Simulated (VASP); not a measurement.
# A VASP study of SiO2 (Stishovite) (PBE + D3(BJ)): structure first, properties next

What structure does SiO2 (Stishovite) take at this level, and what are its properties? The steps: full relaxation (PBE + D3(BJ)), second relaxation, density, ELF and potential (PBE + D3(BJ)), band structure (PBE + D3(BJ)), density of states (PBE + D3(BJ)), optical spectrum (PBE + D3(BJ)) and response to an electric field (PBE + D3(BJ)). The start is a cell from a database of measured crystal structures.

Program: VASP 6.6.1. Level of theory: PBE with D3(BJ); plane waves and PAW (Si, O). Results are calculated unless marked as measured.

### Step 1. Starting point

Before any relaxation, the start is as follows. The structure is tetragonal, space group P4_2/mnm (No. 136). The conventional cell has a = 4.177 Å, b = 4.177 Å, c = 2.665 Å, α = 90.00°, β = 90.00°, γ = 90.00°. Nearest to Si lie 6 O at 1.76 to 1.81 Å. Nearest to O lie 3 Si at 1.76 to 1.81 Å. Farther neighbours and most contacts between anions are not listed.

Structure file:

```cif
data_structure
_symmetry_space_group_name_H-M 'P4_2/mnm'
_symmetry_Int_Tables_number 136
_cell_length_a 4.1773
_cell_length_b 4.1773
_cell_length_c 2.6652
_cell_angle_alpha 90.000
_cell_angle_beta 90.000
_cell_angle_gamma 90.000
_cell_volume 46.51
loop_
_atom_site_label
_atom_site_type_symbol
_atom_site_symmetry_multiplicity
_atom_site_Wyckoff_symbol
_atom_site_fract_x
_atom_site_fract_y
_atom_site_fract_z
_atom_site_occupancy
Si1 Si 2 a 0.00000 0.00000 0.00000 1
O1 O 4 f 0.30590 0.30590 0.00000 1
```

### Step 2. Full relaxation (PBE + D3(BJ))

Properties are meant for the cell that this level of theory prefers, so cell and atoms are relaxed first (ISIF = 3) until forces and stress are small; EDIFFG sets the threshold. PBE, the usual starting point, adds the gradient of the density. A dispersion term adds the long-range attraction that semilocal functionals lack. D3 with Becke-Johnson damping keeps a finite attraction at short range.

The input, INCAR:

```
SYSTEM = SiO2
PREC = Accurate
ENCUT = 520
EDIFF = 1E-06
NELM = 100
ISMEAR = 0
SIGMA = 0.05
LREAL = .FALSE.
ALGO = Normal
GGA = PE
IVDW = 12
NBANDS = 22
LORBIT = 11
LWAVE = .FALSE.
LCHARG = .FALSE.
KPAR = 4
IBRION = 2
NSW = 60
ISIF = 3
EDIFFG = -0.01
```

The input, POSCAR:

```
SiO2
1.0
    4.1773000000      0.0000000000      0.0000000000
    0.0000000000      4.1773000000      0.0000000000
    0.0000000000      0.0000000000      2.6652000000
Si O
2 4
Direct
    0.0000000000      0.0000000000      0.0000000000
    0.5000000000      0.5000000000      0.5000000000
    0.3059000000      0.3059000000      0.0000000000
    0.1941000000      0.8059000000      0.5000000000
    0.6941000000      0.6941000000      0.0000000000
    0.8059000000      0.1941000000      0.5000000000
```

The input, KPOINTS:

```
Automatic mesh
0
Gamma
6 6 8
0 0 0
```

Potentials, in the order of the species: Si and O (PBE family, release 64).

Run with:

```console
$ mpirun -np 4 vasp_std
```

Log:

```text
[banner, memory and clock lines left out]
running    4 mpi-ranks, on    1 nodes
 distrk:  each k-point on    1 cores,    4 groups
 distr:  one band on    1 cores,    1 groups

 POSCAR found type information on POSCAR SiO
 POSCAR found :  2 types and       6 ions
 LDA part: xc-table for (Slater+PW92), standard interpolation
 POSCAR, INCAR and KPOINTS ok, starting setup
 FFT: planning ... GRIDC
 FFT: planning ... GRID_SOFT
 FFT: planning ... GRID
 WAVECAR not read
 entering main loop
       N       E                     dE             d eps       ncg     rms          rms(c)
DAV:   1     0.149987628548E+03    0.14999E+03   -0.18014E+04  2208   0.140E+03
DAV:   2    -0.439665498493E+02   -0.19395E+03   -0.18630E+03  2858   0.303E+02
DAV:   3    -0.508514193400E+02   -0.68849E+01   -0.68604E+01  2794   0.578E+01
DAV:   4    -0.509008821728E+02   -0.49463E-01   -0.49437E-01  2710   0.563E+00
DAV:   5    -0.509013803748E+02   -0.49820E-03   -0.49815E-03  2746   0.531E-01    0.176E+01
DAV:   6    -0.462047209519E+02    0.46967E+01   -0.16389E+01  2602   0.278E+01    0.803E+00
DAV:   7    -0.462272864706E+02   -0.22566E-01   -0.59045E-01  2608   0.508E+00    0.296E+00
DAV:   8    -0.462416791545E+02   -0.14393E-01   -0.20792E-02  2584   0.138E+00    0.109E+00
DAV:   9    -0.462481124146E+02   -0.64333E-02   -0.83940E-03  2668   0.900E-01    0.269E-01
DAV:  10    -0.462483310269E+02   -0.21861E-03   -0.55190E-04  2692   0.185E-01    0.431E-02
DAV:  11    -0.462483021540E+02    0.28873E-04   -0.12458E-04  2686   0.816E-02    0.624E-03
DAV:  12    -0.462483032370E+02   -0.10830E-05   -0.69144E-06  2680   0.193E-02    0.431E-03
DAV:  13    -0.462483031656E+02    0.71400E-07   -0.97076E-07  1658   0.771E-03
   1 F= -.47692544E+02 E0= -.47692544E+02  d E =-.476925E+02
 curvature:   0.00 expect dE= 0.000E+00 dE for cont linesearch  0.000E+00
 trial: gam= 0.00000 g(F)=  0.171E-02 g(S)=  0.812E-01 ort = 0.000E+00 (trialstep = 0.100E+01)
 search vector abs. value=  0.829E-01
 bond charge predicted
       N       E                     dE             d eps       ncg     rms          rms(c)
DAV:   1    -0.465687778044E+02   -0.32047E+00   -0.70481E+00  2644   0.222E+01    0.426E+00
DAV:   2    -0.463055593288E+02    0.26322E+00   -0.90264E-01  2554   0.700E+00    0.884E-01
DAV:   3    -0.462985818847E+02    0.69774E-02   -0.41178E-02  2524   0.138E+00    0.444E-01
DAV:   4    -0.462961770468E+02    0.24048E-02   -0.24123E-03  2644   0.384E-01    0.156E-01
DAV:   5    -0.462958707667E+02    0.30628E-03   -0.45194E-04  2662   0.148E-01    0.450E-02
DAV:   6    -0.462958686641E+02    0.21025E-05   -0.11342E-05  2548   0.247E-02    0.123E-02
DAV:   7    -0.462958656751E+02    0.29890E-05   -0.37971E-06  2388   0.137E-02    0.179E-03
DAV:   8    -0.462958656226E+02    0.52449E-07   -0.12638E-07  1418   0.259E-03
   2 F= -.47677291E+02 E0= -.47677291E+02  d E =0.152536E-01
[...]
3 F= -.47709511E+02 E0= -.47709511E+02  d E =-.169660E-01
[...]
4 F= -.47709508E+02 E0= -.47709508E+02  d E =-.169634E-01
[...]
5 F= -.47709874E+02 E0= -.47709874E+02  d E =-.366524E-03
[...]
6 F= -.47709901E+02 E0= -.47709901E+02  d E =-.393283E-03
 curvature:  -0.35 expect dE=-0.256E-04 dE for cont linesearch -0.405E-08
 trial: gam= 0.06122 g(F)=  0.174E-06 g(S)=  0.734E-04 ort = 0.361E-05 (trialstep = 0.845E+00)
 search vector abs. value=  0.782E-04
 bond charge predicted
       N       E                     dE             d eps       ncg     rms          rms(c)
DAV:   1    -0.462942774079E+02   -0.11956E-02   -0.50900E-03  2548   0.579E-01    0.764E-02
DAV:   2    -0.462941875292E+02    0.89879E-04   -0.25604E-04  2602   0.122E-01    0.269E-02
DAV:   3    -0.462941752716E+02    0.12258E-04   -0.29503E-05  2662   0.393E-02    0.968E-03
DAV:   4    -0.462941728604E+02    0.24112E-05   -0.56662E-06  2638   0.185E-02    0.294E-03
DAV:   5    -0.462941725645E+02    0.29591E-06   -0.79154E-07  1226   0.685E-03
   7 F= -.47709931E+02 E0= -.47709931E+02  d E =-.294063E-04
 trial-energy change:   -0.000029  1 .order   -0.000030   -0.000062    0.000002
 step:   0.8204(harm=  0.8204)  dis= 0.00010  next Energy=   -47.709931 (dE=-0.303E-04)
 reached required accuracy - stopping structural energy minimisation
```

Elapsed: 14 s, on 4 MPI ranks of Intel Xeon 6975P-C (Granite Rapids), shared host; peak memory 0.75 GiB; 56 s of CPU time.

The logs omit lines about the potential files and the build; timing stands in the text.

Parts of OUTCAR (step 2):

```text
ion  position               nearest neighbor table
   1  0.000  0.000  0.000-   4 1.76   6 1.76   4 1.76   6 1.76   5 1.81   3 1.81
   2  0.500  0.500  0.500-   3 1.76   5 1.76   3 1.76   5 1.76   4 1.81   6 1.81
   3  0.306  0.306  0.000-   2 1.76   2 1.76   1 1.81
   4  0.194  0.806  0.500-   1 1.76   1 1.76   2 1.81
   5  0.694  0.694  0.000-   2 1.76   2 1.76   1 1.81
   6  0.806  0.194  0.500-   1 1.76   1 1.76   2 1.81

  LATTYP: Found a simple tetragonal cell.
 ALAT       =     4.1773000000
 C/A-ratio  =     0.6380197735

 Subroutine GETGRP returns: Found 16 space group operations
 (whereof  8 operations were pure point group operations)

The static configuration has the point symmetry D_2h.
 The point group associated with its full space group is D_4h.

 Found     50 irreducible k-points:

   k-points           NKPTS =     50   k-points in BZ     NKDIM =     50   number of bands    NBANDS=     22

   dimension x,y,z NGX =    32 NGY =   32 NGZ =   20
   dimension x,y,z NGXF=    64 NGYF=   64 NGZF=   40

   ENCUT  =  520.0 eV  38.22 Ry    6.18 a.u.   7.77  7.77  4.96*2*pi/ulx,y,z

   NELECT =      32.0000    total number of electrons

 k-points in reciprocal lattice and weights: Automatic mesh
   0.00000000  0.00000000  0.00000000       0.003
   0.16666667  0.00000000  0.00000000       0.014
   0.33333333  0.00000000  0.00000000       0.014
   0.50000000  0.00000000  0.00000000       0.007
   0.16666667  0.16666667  0.00000000       0.014
   0.33333333  0.16666667  0.00000000       0.028
   0.50000000  0.16666667  0.00000000       0.014
   0.33333333  0.33333333  0.00000000       0.014
   0.50000000  0.33333333  0.00000000       0.014
[...]
0.50000000  0.33333333  0.50000000       0.014
   0.50000000  0.50000000  0.50000000       0.003

 Edisp (eV)   -1.41682

 average (electrostatic) potential at core
       1 -81.4908       2 -81.4908       3 -66.9682       4 -66.9682       5 -66.9682
       6 -66.9682

 E-fermi :   8.3081

 k-point     1 :       0.0000    0.0000    0.0000
  band No.  band energies     occupation
    ...
     12       4.8966      2.00000
     13       5.4844      2.00000
     14       7.1341      2.00000
     15       7.1341      2.00000
     16       8.0089      2.00000
     17      13.2721      0.00000
     18      14.6068      0.00000
     19      16.3289      0.00000
     20      16.3289      0.00000
     21      19.0777      0.00000
    ...

 k-point     2 :       0.1667    0.0000    0.0000
  band No.  band energies     occupation
    ...
     12       4.9580      2.00000
     13       5.5339      2.00000
     14       6.5474      2.00000
     15       7.0870      2.00000
     16       7.7949      2.00000
     17      13.7232      0.00000
     18      14.8411      0.00000
     19      16.4030      0.00000
     20      16.4071      0.00000
     21      19.4976      0.00000
    ...

 k-point     3 :       0.3333    0.0000    0.0000
  band No.  band energies     occupation
    ...
     12       5.1226      2.00000
     13       5.2760      2.00000
     14       5.4978      2.00000
     15       6.9776      2.00000
     16       7.2887      2.00000
     17      14.6754      0.00000
     18      15.3944      0.00000
     19      16.5884      0.00000
     20      16.7793      0.00000
     21      19.3139      0.00000
    ...

 Edisp (eV)   -1.41576

  Total      -0.01163    -0.01163    -0.04077    -0.00000     0.00000     0.00000
  in kB      -0.39307    -0.39307    -1.37738    -0.00000     0.00000     0.00000
  external pressure =       -0.72 kB  Pullay stress =        0.00 kB

  energy-cutoff  :      520.00
  volume of cell :       47.42
      direct lattice vectors                 reciprocal lattice vectors
     4.202048789  0.000000000  0.000000000     0.237979150  0.000000000  0.000000000
    -0.000000000  4.202048789  0.000000000    -0.000000000  0.237979150  0.000000000
     0.000000000  0.000000000  2.685516001     0.000000000  0.000000000  0.372367917

 POSITION                                       TOTAL-FORCE (eV/Angst)
 -----------------------------------------------------------------------------------
      4.20205      0.00000      2.68552         0.000000      0.000000      0.000000
      2.10102      2.10102      1.34276         0.000000      0.000000      0.000000
      1.28592      1.28592      0.00000         0.001873      0.001873      0.000000
      0.81511      3.38694      1.34276        -0.001873      0.001873      0.000000
      2.91613      2.91613      2.68552        -0.001873     -0.001873     -0.000000
      3.38694      0.81511      1.34276         0.001873     -0.001873     -0.000000
 -----------------------------------------------------------------------------------
    total drift:                                0.000000      0.000000     -0.000000

  FREE ENERGIE OF THE ION-ELECTRON SYSTEM (eV)
  ---------------------------------------------------
  free  energy   TOTEN  =       -47.7099305219 eV

  energy  without entropy=      -47.7099305219  energy(sigma->0) =      -47.70993052

 reached required accuracy - stopping structural energy minimisation

 total charge
# of ion       s       p       d       tot
------------------------------------------
    1        0.585   0.859   0.000   1.445
    2        0.585   0.859   0.000   1.445
    3        1.550   3.679   0.000   5.229
    4        1.550   3.679   0.000   5.229
    5        1.550   3.679   0.000   5.229
    6        1.550   3.679   0.000   5.229
--------------------------------------------------
tot          7.370  16.433   0.000  23.804

[... 3 further parts left out ...]
```

CONTCAR:

```
SiO2
   1.00000000000000
     4.2020487885565583    0.0000000000000000    0.0000000000000000
    -0.0000000000000000    4.2020487885565592    0.0000000000000000
     0.0000000000000000    0.0000000000000000    2.6855160013019193
  Si              O
     2     4
Direct
     1.0000000000000000    0.0000000000000000    1.0000000000000000
     0.5000000000000000    0.5000000000000000    0.5000000000000000
     0.3060211003993746    0.3060211003993746    0.0000000000000000
     0.1939788996006253    0.8060211003993747    0.5000000000000000
     0.6939788996006253    0.6939788996006253    1.0000000000000000
     0.8060211003993747    0.1939788996006253    0.5000000000000000
```

The gap is read on the k-mesh alone, so it is an upper bound where the band edges lie off the mesh. The run keeps the 16 symmetry operations of its start, so it cannot find a distortion of lower symmetry.

The steps of the relaxation:

| step | energy less that of the first step (eV) | largest force (eV/Å) | pressure (GPa) | volume (Å³) |
| --- | --- | --- | --- | --- |
| 1 | 0.0000 | 0.0942 | 6.24 | 46.51 |
| 2 | 0.0153 | 0.2877 | -7.74 | 48.57 |
| 3 | -0.0170 | 0.0767 | 0.07 | 47.36 |
| 4 | -0.0170 | 0.0734 | 0.18 | 47.34 |
| 5 | -0.0173 | 0.0211 | 0.10 | 47.40 |
| 6 | -0.0174 | 0.0010 | 0.11 | 47.38 |
| 7 | -0.0174 | 0.0026 | -0.07 | 47.42 |

| conventional cell, symmetrised | before | after | change |
| --- | --- | --- | --- |
| a (Å) | 4.177 | 4.202 | +0.6 % |
| b (Å) | 4.177 | 4.202 | +0.6 % |
| c (Å) | 2.665 | 2.686 | +0.8 % |
| volume (Å³/atom) | 7.75 | 7.90 | +2.0 % |

The relaxed structure:

```xyz
6
Lattice="4.2020 0.0000 0.0000 0.0000 4.2020 0.0000 0.0000 0.0000 2.6855" Properties=species:S:1:pos:R:3 pbc="T T T"
Si    0.0000    0.0000    0.0000
Si    2.1010    2.1010    1.3428
O     1.2859    1.2859    0.0000
O     0.8151    3.3869    1.3428
O     2.9161    2.9161    0.0000
O     3.3869    0.8151    1.3428
```

A gap read on the k-mesh alone can miss the band edges.

Numbers from this step:

```yaml
electrons: 32
bands: 22
irreducible_k_points: 50
symmetry_operations: 16
free_energy_toten: -47.71 eV
fermi_energy: 8.308 eV
pressure: -0.07212 GPa
metallic: no
valence_top_at_k: 0, 0, 0
conduction_bottom_at_k: 0, 0, 0
least_direct_gap_at_k: 0, 0, 0
scf_cycles_over_all_ionic_steps: 46
gap_on_the_k_mesh: 5.263 eV
least_direct_gap_on_the_k_mesh: 5.263 eV
```

It ends with a largest force of 0.003 eV/Å and a pressure of -0.07 GPa. The volume lies +2.0 % from that of the database's start.

### Step 3. Second relaxation

A relaxation keeps the plane waves of the cell it began with, so it is repeated from the new cell, on a basis made for it. The mesh changes with the cell too.

INCAR is that of step 2.

The input, POSCAR:

```
SiO2
1.0
    4.2020487886      0.0000000000      0.0000000000
    0.0000000000      4.2020487886      0.0000000000
    0.0000000000      0.0000000000      2.6855160013
Si O
2 4
Direct
    0.0000000000      0.0000000000      0.0000000000
    0.5000000000      0.5000000000      0.5000000000
    0.3060211004      0.3060211004      0.0000000000
    0.1939788996      0.8060211004      0.5000000000
    0.6939788996      0.6939788996      0.0000000000
    0.8060211004      0.1939788996      0.5000000000
```

The input, KPOINTS:

```
Automatic mesh
0
Gamma
5 5 8
0 0 0
```

Run with:

```console
$ mpirun -np 4 vasp_std
```

Log:

```text
[... set-up lines as in an earlier step ...]
 entering main loop
       N       E                     dE             d eps       ncg     rms          rms(c)
DAV:   1     0.152768530626E+03    0.15277E+03   -0.17926E+04  1320   0.139E+03
DAV:   2    -0.437602404176E+02   -0.19653E+03   -0.18938E+03  1724   0.304E+02
DAV:   3    -0.508590291529E+02   -0.70988E+01   -0.70680E+01  1680   0.580E+01
DAV:   4    -0.509080725965E+02   -0.49043E-01   -0.49028E-01  1632   0.565E+00
DAV:   5    -0.509085224597E+02   -0.44986E-03   -0.44983E-03  1674   0.523E-01    0.173E+01
DAV:   6    -0.462497504952E+02    0.46588E+01   -0.16449E+01  1530   0.277E+01    0.779E+00
DAV:   7    -0.462752051459E+02   -0.25455E-01   -0.55118E-01  1584   0.493E+00    0.291E+00
DAV:   8    -0.462893485184E+02   -0.14143E-01   -0.19786E-02  1572   0.135E+00    0.109E+00
DAV:   9    -0.462959131955E+02   -0.65647E-02   -0.84254E-03  1602   0.908E-01    0.267E-01
DAV:  10    -0.462961419803E+02   -0.22878E-03   -0.68065E-04  1614   0.201E-01    0.481E-02
DAV:  11    -0.462961035593E+02    0.38421E-04   -0.16121E-04  1614   0.922E-02    0.657E-03
DAV:  12    -0.462961047263E+02   -0.11670E-05   -0.77182E-06  1578   0.202E-02    0.448E-03
DAV:  13    -0.462961046339E+02    0.92320E-07   -0.10621E-06  1050   0.799E-03
   1 F= -.47711863E+02 E0= -.47711863E+02  d E =-.477119E+02
 curvature:   0.00 expect dE= 0.000E+00 dE for cont linesearch  0.000E+00
 trial: gam= 0.00000 g(F)=  0.137E-05 g(S)=  0.138E-04 ort = 0.000E+00 (trialstep = 0.100E+01)
 search vector abs. value=  0.152E-04
 reached required accuracy - stopping structural energy minimisation
```

Run time: 3 s. Hardware: 4 MPI ranks; peak memory 0.67 GiB.

Parts of OUTCAR (step 3):

```text
  LATTYP: Found a simple tetragonal cell.
 ALAT       =     4.2020487886
 C/A-ratio  =     0.6390968160

 Found     30 irreducible k-points:

   k-points           NKPTS =     30   k-points in BZ     NKDIM =     30   number of bands    NBANDS=     22

   ENCUT  =  520.0 eV  38.22 Ry    6.18 a.u.   7.81  7.81  4.99*2*pi/ulx,y,z

   NELECT =      32.0000    total number of electrons

 E-fermi :   8.3241

 k-point     1 :       0.0000    0.0000    0.0000
  band No.  band energies     occupation
    ...
     12       4.8965      2.00000
     13       5.4843      2.00000
     14       7.1340      2.00000
     15       7.1340      2.00000
     16       8.0088      2.00000
     17      13.2720      0.00000
     18      14.6067      0.00000
     19      16.3289      0.00000
     20      16.3289      0.00000
     21      19.0776      0.00000
    ...

 k-point     2 :       0.2000    0.0000    0.0000
  band No.  band energies     occupation
    ...
     12       4.9839      2.00000
     13       5.5387      2.00000
     14       6.3220      2.00000
     15       7.0676      2.00000
     16       7.7061      2.00000
     17      13.8941      0.00000
     18      14.9381      0.00000
     19      16.4377      0.00000
     20      16.4532      0.00000
     21      19.5894      0.00000
    ...

 Edisp (eV)   -1.41576

  Total      -0.00981    -0.00981    -0.03908     0.00000     0.00000     0.00000
  in kB      -0.33131    -0.33131    -1.32036     0.00000     0.00000     0.00000
  external pressure =       -0.66 kB  Pullay stress =        0.00 kB

  energy-cutoff  :      520.00
  volume of cell :       47.42
      direct lattice vectors                 reciprocal lattice vectors
     4.202048789  0.000000000  0.000000000     0.237979150  0.000000000  0.000000000
     0.000000000  4.202048789  0.000000000     0.000000000  0.237979150  0.000000000
     0.000000000  0.000000000  2.685516001     0.000000000  0.000000000  0.372367917

 POSITION                                       TOTAL-FORCE (eV/Angst)
 -----------------------------------------------------------------------------------
      0.00000      0.00000      0.00000        -0.000000      0.000000     -0.000000
      2.10102      2.10102      1.34276        -0.000000      0.000000     -0.000000
      1.28592      1.28592      0.00000         0.001883      0.001883     -0.000000
      0.81511      3.38694      1.34276        -0.001883      0.001883     -0.000000
      2.91613      2.91613      0.00000        -0.001883     -0.001883      0.000000
      3.38694      0.81511      1.34276         0.001883     -0.001883      0.000000
 -----------------------------------------------------------------------------------
    total drift:                                0.000000      0.000000     -0.000000

  FREE ENERGIE OF THE ION-ELECTRON SYSTEM (eV)
  ---------------------------------------------------
  free  energy   TOTEN  =       -47.7118625913 eV

  energy  without entropy=      -47.7118625913  energy(sigma->0) =      -47.71186259

 total charge
# of ion       s       p       d       tot
------------------------------------------
    1        0.585   0.859   0.000   1.445
    2        0.585   0.859   0.000   1.445
    3        1.549   3.679   0.000   5.228
    4        1.549   3.679   0.000   5.228
    5        1.549   3.679   0.000   5.228
    6        1.549   3.679   0.000   5.228
--------------------------------------------------
tot          7.368  16.434   0.000  23.802

[... 5 parts as in an earlier step ...]

[... 6 further parts left out ...]
```

Little changed from the start: no atom moved by 0.005 Å and no cell edge by 0.1 %.

Numbers from this step:

| Item | Value |
| --- | --- |
| irreducible k points | 30 |
| Fermi energy | 8.324 eV |
| pressure | -0.06610 GPa |
| SCF cycles over all ionic steps | 13 |

It ends with a largest force of 0.003 eV/Å and a pressure of -0.07 GPa. The volume moved by under 0.01 %: the run met its threshold at the first step.

[end of part 1 of 4]

[Lines on the potential files, build, host, timing and source positions are cut from VASP's logs without a mark.]

[Logs are printed without paths, hosts, clocks, repeated set-up lines and the standing remarks that a program may print on its own settings, such as how far it seeks lower states.]

[Hosts, paths, dates, database ids (printed as entryN), source tags and the programs' standing remarks are cut or masked in the printed files.]

[A measured line is paired with the nearest computed mode of its activity, which favours agreement.]
